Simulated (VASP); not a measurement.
Shape and ions are relaxed at each volume.

Given:

```xyz
4
Lattice="1.2890 -2.2326 0.0000 1.2890 2.2326 0.0000 0.0000 0.0000 4.2658" Properties=species:S:1:pos:R:3 pbc="T T T"
B      1.2890    -0.7442     2.1332
B      1.2890     0.7442     0.0003
N      1.2890    -0.7442     3.7323
N      1.2890     0.7442     1.5994
```

The numbers are results of vdW-DF2, VASP's PBE PAW potentials (set 64) (plane waves; VASP), not measurements. Settings: 520 eV cut-off, 10×10×5 Γ-centred mesh, Gaussian smearing of 0.050 eV, potentials B N.

Problem. Give the energy at these volumes per atom, relative to the lowest: 5.76, 5.95, 6.13, 6.31, 6.50 Å³.

Solution. 27.5, 6.8, 0.0, 5.2, 21.0 meV/atom. A third-order Birch-Murnaghan fit gives B0 = 348 GPa and B0′ = 3.7.

Measured: bulk modulus 375 GPa (computed value off by -7.2 %), as given by Equation of state of wurtzitic boron nitride to 66 GPa, Appl. Phys. Lett., doi 10.1063/1.121186. The calculation is for a static lattice, while the measured bulk modulus holds thermal and zero-point effects, which are part of the difference.

The compound is BN in the wurtzite structure, a metastable high-pressure form. It was relaxed first.
